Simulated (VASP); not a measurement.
OSZICAR of a VASP run on Cs:

OSZICAR:
```
       N       E                     dE             d eps       ncg     rms          rms(c)
DAV:   1    -0.326187751599E+01   -0.32619E+01   -0.44626E-05   564   0.366E-02    0.522E-03
DAV:   2    -0.326187590462E+01    0.16114E-05   -0.38418E-06   600   0.115E-02    0.223E-03
DAV:   3    -0.326187536492E+01    0.53970E-06   -0.26365E-06   408   0.829E-03    0.374E-04
DAV:   4    -0.326187540865E+01   -0.43732E-07   -0.40553E-07   306   0.339E-03
   1 F= -.32618754E+01 E0= -.32603022E+01  d E =-.471975E-02
```

Question: Which electronic solver shows in the log?

Answer: It is blocked Davidson (ALGO = Normal, or the opening steps of other solvers). The INCAR had ALGO = Normal.

Question: Can the final energy be trusted as converged?

Answer: The calculation finished and met its thresholds. It stopped with EDIFF = 1E-6, NELM = 100 (PBEsol GGA, plane waves, VASP's PBE PAW potentials (set 64)).

The cell is a thin slab with vacuum, built from Cs (bcc): (211) face.
